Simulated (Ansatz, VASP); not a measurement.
**Two plane-wave programs on Ti2Te3Pt**

```
CELL_PARAMETERS angstrom
7.09315 0.00000 0.00000
-3.54657 6.14285 0.00000
0.00000 0.00000 3.63375
ATOMIC_POSITIONS crystal
Ti 0.33333 0.66667 0.00000
Ti 0.66667 0.33333 0.00000
Te 0.50000 0.00000 0.50000
Te 0.50000 0.50000 0.50000
Te 0.00000 0.50000 0.50000
Pt 0.00000 0.00000 0.00000
```

Change from the starting cell: species swapped into the ErB2Rh3 type (P6/mmm, No. 191).

Alike in both runs: functional PBE; k mesh 3 × 3 × 6; occupations gaussian, width 0.1 eV; no spin polarisation.

Ansatz relaxed the structure, and its values are those at the end. VASP's run is a single point on that final structure, the one shown.

```csv
,VASP,Ansatz
version,VASP 6.6.1,Ansatz 0.2.0
potentials or method,"VASP PAW PBE potentials, release 64 (Ti_sv, Te, Pt)","scalar-relativistic, plane waves, PAW"
plane-wave cutoff (eV),520,420
valence electrons in the cell,52,90
```

```tsv
	VASP	Ansatz	Ansatz less VASP
gap on the k mesh at the Fermi level (eV)	none	none	-
pressure (GPa)	0.3	0.3	+0.02
```

A gap of «none» marks a metal or a gap that the smearing closes. The functional is the same, so the differences come from potentials, cutoffs and numerics. The two sets of potentials don't hold the same shells in valence.

Spin-orbit coupling is left out, which matters for the levels of Pt, Te.
